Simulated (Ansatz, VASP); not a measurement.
# Ti3O (Ti3O (P-31c)) in two plane-wave programs

Aim: how closely do two programs agree when they are given the same cell, functional and k mesh? The cell is taken from a series of runs on this material, whose earlier steps may have relaxed, scaled, displaced or heated it; both programs get it as it stands.

Method: plane waves, with VASP 6.6.1 beside it; relaxation of cell and atoms at r2SCAN, in Ansatz 0.2.0.

**1. Set-up**

It takes space group P-31c (No. 163, trigonal). The conventional cell has a = 5.137 Å, b = 5.137 Å, c = 9.483 Å, α = 90.00°, β = 90.00°, γ = 120.00°. Ti has 2 O at 2.11 to 2.12 Å nearest. Nearest to O lie 6 Ti at 2.11 Å. Nearest to O lie 6 Ti at 2.12 Å. Farther neighbours and most contacts between anions are not listed.

Coordinates:

```cif
data_structure
_symmetry_space_group_name_H-M 'P 1'
_symmetry_Int_Tables_number 1
_cell_length_a 5.1373
_cell_length_b 5.1373
_cell_length_c 9.4829
_cell_angle_alpha 90.000
_cell_angle_beta 90.000
_cell_angle_gamma 120.000
_cell_volume 216.74
loop_
_atom_site_label
_atom_site_type_symbol
_atom_site_fract_x
_atom_site_fract_y
_atom_site_fract_z
_atom_site_occupancy
Ti1 Ti 0.67200 0.00586 0.38297 1
Ti2 Ti 0.33386 0.32800 0.38297 1
Ti3 Ti 0.66614 0.99414 0.88297 1
Ti4 Ti 0.00586 0.67200 0.88297 1
Ti5 Ti 0.32800 0.33386 0.88297 1
Ti6 Ti 0.00586 0.33386 0.61703 1
Ti7 Ti 0.32800 0.99414 0.61703 1
Ti8 Ti 0.66614 0.67200 0.61703 1
Ti9 Ti 0.99414 0.66614 0.38297 1
Ti10 Ti 0.67200 0.66614 0.11703 1
Ti11 Ti 0.99414 0.32800 0.11703 1
Ti12 Ti 0.33386 0.00586 0.11703 1
O13 O 0.33333 0.66667 0.75000 1
O14 O 0.66667 0.33333 0.25000 1
O15 O 0.00000 0.00000 0.75000 1
O16 O 0.00000 0.00000 0.25000 1
```

**2. VASP: relaxation of cell and atoms, r2SCAN**

The relaxed volume is the usual yardstick between codes: in a stiff, nearly cubic crystal its relative difference is about their pressure difference at one cell divided by the bulk modulus.

Lines of VASP's logs that name or quote its potential files are left out, and so is its time.

The input, INCAR:

```
SYSTEM = Ti3O
PREC = Accurate
ENCUT = 660
EDIFF = 1E-07
NELM = 120
ISMEAR = -1
SIGMA = 0.05
LREAL = .FALSE.
ALGO = Normal
METAGGA = R2SCAN
LASPH = .TRUE.
NBANDS = 104
LORBIT = 11
LWAVE = .FALSE.
LCHARG = .FALSE.
ISIF = 3
IBRION = 2
NSW = 80
EDIFFG = -0.005
GGA_COMPAT = .FALSE.
NELMIN = 4
LMIXTAU = .TRUE.
KPAR = 4
```

The input, POSCAR:

```
Ti3O
1.0
    5.1373380000      0.0000000000      0.0000000000
   -2.5686690000      4.4490650000      0.0000000000
    0.0000000000      0.0000000000      9.4828920000
Ti O
12 4
Direct
    0.6720037516      0.0058607820      0.3829690352
    0.3338571473      0.3279963318      0.3829690352
    0.6661430820      0.9941394428      0.8829690352
    0.0058606209      0.6720036682      0.8829690352
    0.3279964095      0.3338571138      0.8829690352
    0.0058607042      0.3338571138      0.6170308594
    0.3279963608      0.9941394428      0.6170308594
    0.6661430473      0.6720036682      0.6170308594
    0.9941392958      0.6661428862      0.3829690352
    0.6720035905      0.6661428862      0.1170308594
    0.9941393791      0.3279963318      0.1170308594
    0.3338570304      0.0058607820      0.1170308594
    0.3333334083      0.6666668165      0.7500000000
    0.6666667041      0.3333334083      0.2500000000
    0.0000000000      0.0000000000      0.7500000000
    0.0000000000      0.0000000000      0.2500000000
```

The input, KPOINTS:

```
Automatic mesh
0
Gamma
9 9 4
0 0 0
```

PAW data sets: Ti_sv and O (PBE family, release 64).

Command:

```
$ mpirun -np 4 vasp_std
```

Numbers of over 12 decimals in the logs are rounded to 6 here.

The program printed:

```text
[banner, memory and clock lines left out]
running    4 mpi-ranks, on    1 nodes
 distrk:  each k-point on    1 cores,    4 groups
 distr:  one band on    1 cores,    1 groups

 POSCAR found type information on POSCAR TiO
 POSCAR found :  2 types and      16 ions
|                                                                             |
|               ----> ADVICE to this user running VASP <----                  |
|                                                                             |
|     You enforced a specific xc type in the INCAR file but a different       |
|     [... a line on the potential file left out ...]
|     I HOPE YOU KNOW WHAT YOU ARE DOING!                                     |
|                                                                             |

 LDA part: xc-table for (None), standard interpolation
 POSCAR, INCAR and KPOINTS ok, starting setup
 FFT: planning ... GRIDC
 FFT: planning ... GRID_SOFT
 FFT: planning ... GRID
 WAVECAR not read
 entering main loop
       N       E                     dE             d eps       ncg     rms          rms(c)
DAV:   1     0.298999069256E+04    0.29900E+04   -0.93871E+04  9000   0.245E+03
DAV:   2     0.296566117928E+03   -0.26934E+04   -0.26238E+04  8944   0.748E+02
DAV:   3    -0.187699858035E+03   -0.48427E+03   -0.46728E+03 12240   0.267E+02
DAV:   4    -0.264851541362E+03   -0.77152E+02   -0.76052E+02 13312   0.925E+01
DAV:   5    -0.272854465899E+03   -0.80029E+01   -0.79731E+01 14272   0.258E+01    0.430E+01
DAV:   6    -0.227701106850E+03    0.45153E+02   -0.12611E+02 11656   0.653E+01    0.109E+01
DAV:   7    -0.205977040468E+03    0.21724E+02   -0.20714E+01 12352   0.159E+01    0.684E+00
DAV:   8    -0.207457442655E+03   -0.14804E+01   -0.41987E+00 10752   0.109E+01    0.408E+00
DAV:   9    -0.199794924911E+03    0.76625E+01   -0.59907E+00  9632   0.118E+01    0.189E+00
DAV:  10    -0.203275359512E+03   -0.34804E+01   -0.11303E+00 10512   0.511E+00    0.905E-01
DAV:  11    -0.202798486471E+03    0.47687E+00   -0.55193E-01 10616   0.318E+00    0.121E+00
DAV:  12    -0.203936855236E+03   -0.11384E+01   -0.36649E-01  9632   0.285E+00    0.670E-01
DAV:  13    -0.203899791268E+03    0.37064E-01   -0.18028E-01 10056   0.215E+00    0.365E-01
DAV:  14    -0.203973840987E+03   -0.74050E-01   -0.55147E-02 10032   0.105E+00    0.288E-01
[...]
DAV:  23    -0.203994365866E+03   -0.65177E-05   -0.10104E-05  9728   0.134E-02    0.507E-03
DAV:  24    -0.203994368201E+03   -0.23347E-05   -0.37037E-06 10736   0.815E-03    0.136E-03
DAV:  25    -0.203994367290E+03    0.91068E-06   -0.49797E-07  8240   0.340E-03    0.662E-04
DAV:  26    -0.203994368573E+03   -0.12830E-05   -0.49922E-07  8408   0.341E-03    0.124E-03
DAV:  27    -0.203994368071E+03    0.50251E-06   -0.28066E-07  6656   0.235E-03    0.423E-04
DAV:  28    -0.203994368234E+03   -0.16288E-06   -0.35051E-08  5504   0.107E-03    0.230E-04
DAV:  29    -0.203994368056E+03    0.17760E-06   -0.21357E-08  5504   0.710E-04    0.192E-04
DAV:  30    -0.203994367995E+03    0.61322E-07   -0.94387E-09  5504   0.431E-04
   1 F= -.20399437E+03 E0= -.20396105E+03  d E =-.203994E+03
[...]
2 F= -.20399479E+03 E0= -.20396125E+03  d E =-.419900E-03
[...]
3 F= -.20399479E+03 E0= -.20396125E+03  d E =-.419921E-03
[...]
4 F= -.20399480E+03 E0= -.20396127E+03  d E =-.135195E-04
 trial-energy change:   -0.000014  1 .order   -0.000030   -0.000108    0.000049
 step:   0.5359(harm=  0.6887)  dis= 0.00023  next Energy=  -203.994814 (dE=-0.266E-04)
 bond charge predicted
       N       E                     dE             d eps       ncg     rms          rms(c)
DAV:   1    -0.203994755276E+03    0.46182E-04   -0.62835E-03  9984   0.743E-01    0.716E-02
DAV:   2    -0.203994825551E+03   -0.70275E-04   -0.18956E-03 10416   0.209E-01    0.503E-02
DAV:   3    -0.203994812737E+03    0.12815E-04   -0.22331E-04 11680   0.758E-02    0.196E-02
DAV:   4    -0.203994806372E+03    0.63645E-05   -0.73294E-05 11256   0.349E-02    0.623E-03
DAV:   5    -0.203994815248E+03   -0.88755E-05   -0.10117E-05 10840   0.133E-02    0.302E-03
DAV:   6    -0.203994814708E+03    0.54021E-06   -0.69363E-06 12688   0.805E-03    0.321E-03
DAV:   7    -0.203994814625E+03    0.82160E-07   -0.18228E-06 10256   0.756E-03    0.183E-03
DAV:   8    -0.203994813329E+03    0.12966E-05   -0.19473E-06 10832   0.685E-03    0.675E-04
DAV:   9    -0.203994813657E+03   -0.32796E-06   -0.21439E-07  6544   0.201E-03    0.718E-04
DAV:  10    -0.203994813419E+03    0.23767E-06   -0.41838E-08  5400   0.977E-04    0.235E-04
DAV:  11    -0.203994813498E+03   -0.79286E-07   -0.17313E-08  5360   0.785E-04
   5 F= -.20399481E+03 E0= -.20396128E+03  d E =-.255826E-04
 curvature:  -0.30 expect dE=-0.493E-05 dE for cont linesearch -0.139E-05
 trial: gam=-0.06607 g(F)=  0.272E-05 g(S)=  0.138E-04 ort = 0.240E-04 (trialstep = 0.908E+00)
 search vector abs. value=  0.139E-04
 reached required accuracy - stopping structural energy minimisation
```

From OUTCAR (step 2):

```text
ion  position               nearest neighbor table
   1  0.672  0.006  0.383-  14 2.11  16 2.12   6 2.80   8 2.80   7 2.82
   2  0.334  0.328  0.383-  14 2.11  16 2.12   7 2.80   6 2.80   8 2.82
   3  0.666  0.994  0.883-  13 2.11  15 2.12  11 2.80  10 2.80  12 2.82
   4  0.006  0.672  0.883-  13 2.11  15 2.12  10 2.80  12 2.80  11 2.82
   5  0.328  0.334  0.883-  13 2.11  15 2.12  12 2.80  11 2.80  10 2.82
   6  0.006  0.334  0.617-  13 2.11  15 2.12   1 2.80   2 2.80   9 2.82
   7  0.328  0.994  0.617-  13 2.11  15 2.12   2 2.80   9 2.80   1 2.82
   8  0.666  0.672  0.617-  13 2.11  15 2.12   9 2.80   1 2.80   2 2.82
   9  0.994  0.666  0.383-  14 2.11  16 2.12   8 2.80   7 2.80   6 2.82
  10  0.672  0.666  0.117-  14 2.11  16 2.12   4 2.80   3 2.80   5 2.82
  11  0.994  0.328  0.117-  14 2.11  16 2.12   3 2.80   5 2.80   4 2.82
  12  0.334  0.006  0.117-  14 2.11  16 2.12   5 2.80   4 2.80   3 2.82
  13  0.333  0.667  0.750-   3 2.11   5 2.11   4 2.11   7 2.11   6 2.11   8 2.11
  14  0.667  0.333  0.250-   2 2.11   9 2.11   1 2.11  10 2.11  12 2.11  11 2.11
  15  0.000  0.000  0.750-   4 2.12   3 2.12   5 2.12   8 2.12   7 2.12   6 2.12
  16  0.000  0.000  0.250-   1 2.12   2 2.12   9 2.12  11 2.12  12 2.12  10 2.12

  LATTYP: Found a hexagonal cell.
 ALAT       =     5.1373380000
 C/A-ratio  =     1.8458765999

 Subroutine GETGRP returns: Found 12 space group operations
 (whereof  6 operations were pure point group operations)

The static configuration has the point symmetry S_6 .
 The point group associated with its full space group is D_3d.

 Found     43 irreducible k-points:

   k-points           NKPTS =     43   k-points in BZ     NKDIM =     43   number of bands    NBANDS=    104

   dimension x,y,z NGX =    48 NGY =   48 NGZ =   80
   dimension x,y,z NGXF=    96 NGYF=   96 NGZF=  160

   ENCUT  =  660.0 eV  48.51 Ry    6.96 a.u.  10.76 10.76 19.86*2*pi/ulx,y,z

   NELECT =     168.0000    total number of electrons

 k-points in reciprocal lattice and weights: Automatic mesh
   0.00000000  0.00000000  0.00000000       0.003
   0.11111111 -0.00000000  0.00000000       0.019
   0.22222222 -0.00000000  0.00000000       0.019
   0.33333333 -0.00000000  0.00000000       0.019
   0.44444444 -0.00000000  0.00000000       0.019
   0.11111111  0.11111111  0.00000000       0.019
   0.22222222  0.11111111  0.00000000       0.037
   0.33333333  0.11111111  0.00000000       0.037
   0.44444444  0.11111111  0.00000000       0.019
[...]
0.33333333  0.22222222  0.50000000       0.037
   0.33333333  0.33333333  0.50000000       0.006

 average (electrostatic) potential at core
       1 -76.2942       2 -76.2943       3 -76.2942       4 -76.2942       5 -76.2942
       6 -76.2942       7 -76.2942       8 -76.2942       9 -76.2943      10 -76.2942
      11 -76.2942      12 -76.2942      13 -72.4094      14 -72.4094      15 -72.3784
      16 -72.3784

 E-fermi :   9.2500

 k-point     1 :       0.0000    0.0000    0.0000
  band No.  band energies     occupation
    ...
     82       8.6366      1.99999
     83       9.0955      1.91289
     84       9.0955      1.91289
     85       9.2857      0.65683
     86       9.2857      0.65682
     87       9.7334      0.00013
     88       9.7334      0.00013
     89       9.9667      0.00000
     90      10.0022      0.00000
     91      10.1641      0.00000
    ...

 k-point     2 :       0.1111   -0.0000    0.0000
  band No.  band energies     occupation
    ...
     81       8.5707      2.00000
     82       8.7287      1.99994
     83       8.9969      1.98740
     84       9.1781      1.61606
     85       9.2941      0.58505
     86       9.3455      0.25806
     87       9.5599      0.00405
     88       9.8031      0.00003
     89      10.0660      0.00000
     90      10.0693      0.00000
    ...

 k-point     3 :       0.2222   -0.0000    0.0000
  band No.  band energies     occupation
    ...
     80       8.4950      2.00000
     81       8.6236      1.99999
     82       8.6297      1.99999
     83       8.9172      1.99743
     84       9.2321      1.17648
     85       9.3071      0.48351
     86       9.4262      0.05725
     87       9.5338      0.00682
     88       9.9717      0.00000
     89      10.0291      0.00000
    ...

  Total        0.0326687      0.0326687     -0.0494203      0.0000000      0.0000000      0.0000000
  in kB        0.2413049      0.2413048     -0.3650393      0.0000000      0.0000000      0.0000000
  external PRESSURE =       0.0391901 kB  Pullay stress =       0.0000000 kB

  energy-cutoff  :      660.00
  volume of cell :      216.91
      direct lattice vectors                 reciprocal lattice vectors
     5.138120018 -0.000000000  0.000000000     0.194623714  0.112366059  0.000000000
    -2.569060009  4.449742247 -0.000000000     0.000000000  0.224732118  0.000000000
    -0.000000000 -0.000000000  9.487186788     0.000000000  0.000000000  0.105405324

 POSITION                                       TOTAL-FORCE (eV/Angst)
 -----------------------------------------------------------------------------------
      3.43833      0.02709      3.63188         0.000114      0.002166     -0.000035
      0.87336      1.45851      3.63188         0.001819     -0.001181     -0.000035
      0.86927      4.42265      8.37547         0.000114     -0.002166     -0.000035
     -1.69570      2.99123      8.37547         0.001819      0.001181     -0.000035
      0.82643      1.48560      8.37547        -0.001933      0.000985     -0.000035
     -0.82643      1.48560      5.85531         0.001933      0.000985      0.000035
     -0.86927      4.42265      5.85531        -0.000114     -0.002166      0.000035
      1.69570      2.99123      5.85531        -0.001819      0.001181      0.000035
      3.39549      2.96414      3.63188        -0.001933     -0.000985     -0.000035
      1.74263      2.96414      1.11172         0.001933     -0.000985      0.000035
      4.26476      1.45851      1.11172        -0.001819     -0.001181      0.000035
      1.69979      0.02709      1.11172        -0.000114      0.002166      0.000035
      0.00000      2.96650      7.11539         0.000000      0.000000      0.000000
      2.56906      1.48325      2.37180         0.000000      0.000000      0.000000
     -0.00000     -0.00000      7.11539         0.000000      0.000000      0.000000
     -0.00000     -0.00000      2.37180         0.000000      0.000000     -0.000000
 -----------------------------------------------------------------------------------
    total drift:                               -0.001784     -0.004797      0.010765

  FREE ENERGIE OF THE ION-ELECTRON SYSTEM (eV)
  ---------------------------------------------------
  free  energy   TOTEN  =      -203.9948134983 eV

  energy  without entropy=     -203.9277470279  energy(sigma->0) =     -203.96128026

 reached required accuracy - stopping structural energy minimisation

 total charge
# of ion       s       p       d       tot
------------------------------------------
    1        2.212   6.164   1.863  10.238
    2        2.212   6.164   1.863  10.238
    3        2.212   6.164   1.863  10.238
    4        2.212   6.164   1.863  10.238
    5        2.212   6.164   1.863  10.238
    6        2.212   6.164   1.863  10.238
    7        2.212   6.164   1.863  10.238
    8        2.212   6.164   1.863  10.238
    9        2.212   6.164   1.863  10.238
   10        2.212   6.164   1.863  10.238
   11        2.212   6.164   1.863  10.238
   12        2.212   6.164   1.863  10.238
   13        1.563   3.541   0.000   5.104
   14        1.563   3.541   0.000   5.104
   15        1.562   3.539   0.000   5.102
   16        1.562   3.539   0.000   5.102
--------------------------------------------------
tot         32.792  88.131  22.350 143.273

[... 3 further parts left out ...]
```

CONTCAR:

```
Ti3O
   1.00000000000000
     5.1381200176000403   -0.0000000000000000    0.0000000000000000
    -2.5690600088000202    4.4497422470092944   -0.0000000000000000
    -0.0000000000000000   -0.0000000000000000    9.4871867881295096
  Ti              O
    12     4
Direct
     0.6722259181660118    0.0060888068636434    0.3828190236588380
     0.3338630055976353    0.3277741652339913    0.3828190236588380
     0.6661372237023635    0.9939114179363538    0.8828190236588380
     0.0060886457636457    0.6722258347660087    0.8828190236588380
     0.3277742429339930    0.3338629720976347    0.8828190236588380
     0.0060887290636470    0.3338629720976347    0.6171808709411639
     0.3277741942339903    0.9939114179363538    0.6171808709411639
     0.6661371890023630    0.6722258347660087    0.6171808709411639
     0.9939112709363530    0.6661370279023653    0.3828190236588380
     0.6722257570660071    0.6661370279023653    0.1171808709411639
     0.9939113542363542    0.3277741652339913    0.1171808709411639
     0.3338628886976315    0.0060888068636434    0.1171808709411639
     0.3333334082999997    0.6666668164999976    0.7500000000000000
     0.6666667041000025    0.3333334082999997    0.2500000000000000
     0.0000000000000000    0.0000000000000000    0.7500000000000000
     0.0000000000000000    0.0000000000000000    0.2500000000000000
```

The run keeps the 12 symmetry operations of its start, so it cannot find a distortion of lower symmetry.

[end of part 1 of 2]

[Lines on the potential files, build, host, timing and source positions are cut from VASP's logs without a mark.]

[Logs are printed without paths, hosts, clocks, repeated set-up lines and the standing remarks that a program may print on its own settings, such as how far it seeks lower states.]

[Hosts, paths, dates, database ids (printed as entryN), source tags and the programs' standing remarks are cut or masked in the printed files.]
